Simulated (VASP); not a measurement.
A convergence study with VASP on Pt: one setting is varied, all else stays as given below, so the limit is that of these other settings.

```
Pt
1.0
    2.76354     0.00000     0.00000
    1.38177     2.39330     0.00000
    0.00000     0.00000    23.02571
Pt
5
Direct
  0.33333   0.33333   0.30401
  0.66667   0.66667   0.40200
  0.00000   0.00000   0.50000
  0.33333   0.33333   0.59800
  0.66667   0.66667   0.69599
```

Calculation: PBEsol GGA, VASP's PBE PAW potentials (set 64) (plane waves; VASP 6.6.1). The tightest run used: 600 eV cut-off, 12×12×1 Γ-centred mesh, Gaussian smearing of 0.10 eV, potentials Pt.

The settings run are ENCUT = 150; ENCUT = 180; ENCUT = 210; ENCUT = 255; ENCUT = 360; ENCUT = 450; ENCUT = 600. From which on does the energy per atom stay within 0.005 eV/atom of the tightest run?

From ENCUT = 360 on: it is off by 0.0003 there and by no more than 0.005 in any finer run, while ENCUT = 255 is off by 0.0116.
```tsv
setting	E (eV/atom)	largest force (eV/Å)	plane waves	difference judged (eV/atom)
ENCUT = 150	-6.2651	0.378	654	0.3982
ENCUT = 180	-6.5502	0.300	861	0.1131
ENCUT = 210	-6.6280	0.264	1081	0.0353
ENCUT = 255	-6.6749	0.274	1445	0.0116
ENCUT = 360	-6.6630	0.272	2407	0.0003
ENCUT = 450	-6.6633	0.272	3332	0.0000
ENCUT = 600	-6.6633	0.272	5167	0.0000
```

VASP warned of too few bands at ENCUT = 150; ENCUT = 180; ENCUT = 210; ENCUT = 255; ENCUT = 360; ENCUT = 450; ENCUT = 600.

Left out are rungs that failed or repeat a setting and relaxations that didn't move; long series are thinned to 24 rows.

The cell is a sheet or thin cut with vacuum, built from a generated structure. VASP warned that the highest band is occupied, so more bands are needed.
